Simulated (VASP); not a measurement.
WC (relaxed from the rock salt structure, space group Fm-3m): computed properties

Method: r2SCAN meta-GGA, VASP's PBE PAW potentials (set 64) (plane waves; VASP).

```json
{
 "space_group": "Fm-3m (225)",
 "cell": "a = b = c = 4.371 Å, α = β = γ = 90.00°",
 "volume_per_atom": "10.44 Å³/atom",
 "band gap (over mesh and band path)": "none (metal, semimetal or under 0.01 eV)",
 "density": "15.57 g/cm³"
}
```

WC has the cubic space group Fm-3m (No. 225), the rock salt structure, Pearson symbol cF8. Cell: a = b = c = 4.3712 Å, α = β = γ = 90.00°. W on 4a is surrounded by 6 C at 2.186 Å and 12 W at 3.091 Å. C on 4b is surrounded by 6 W at 2.186 Å (octahedral). (Neighbours: up to the widest gap in distance over summed covalent radii, below 1.35, at either atom; cation-cation and far metal-metal contacts left out.)
(The calculation used a cell of 2 atoms; values per cell refer to that cell.)

Unless said otherwise, spin-orbit coupling is left out, though it shifts the bands of the heavy elements here.

The structure was generated: WC was put into the rock salt type (Fm-3m), which need not be its known phase. It was relaxed first, which changed the volume by -39 %. Symmetry was kept, so distortions that lower it aren't found.
